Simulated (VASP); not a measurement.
```yaml
crystal:
  lattice:
    - [3.94530, 0.00000, 0.00000]
    - [0.00000, 3.94530, 0.00000]
    - [0.00000, 0.00000, 3.94530]
  atoms:
    - { symbol: Ti, position: [0.00000, 0.00000, 0.00000] }
    - { symbol: Pt, position: [0.00000, 0.50000, 0.50000] }
    - { symbol: Pt, position: [0.50000, 0.00000, 0.50000] }
    - { symbol: Pt, position: [0.50000, 0.50000, 0.00000] }
```

Method: PBE GGA, VASP's PBE PAW potentials (set 64) (plane waves; VASP). Numerical set-up: 400 eV cut-off, Gaussian smearing of 0.050 eV, potentials Ti_sv Pt.

Task: Give the energies of bands 11 to 24 at the high-symmetry points, in eV from the Fermi level.

Result: 
```
band      Γ      X      M      R
----  -----  -----  -----  -----
11    -6.44  -4.87  -4.64  -4.31
12    -3.49  -4.50  -4.64  -3.50
13    -3.49  -4.20  -4.19  -3.50
14    -3.49  -4.20  -4.19  -3.50
15    -1.65  -3.45  -3.96  -2.94
16    -1.65  -2.98  -3.08  -2.94
17    -0.57  -2.59  -3.00  -0.86
18    -0.02  -2.59  -3.00  -0.66
19    -0.02  -2.52  -2.35  -0.66
20    -0.02  -1.36  -2.24  -0.66
21     1.27  -0.23  -2.18  -0.49
22     1.27  -0.23   0.16  -0.49
23     1.57  -0.02   0.16  -0.49
24     1.57   0.41   0.32   1.08
```

It has no gap at this level: it comes out as a metal or semimetal.

The compound is Pt3Ti in the L1_2 structure. It was relaxed first.
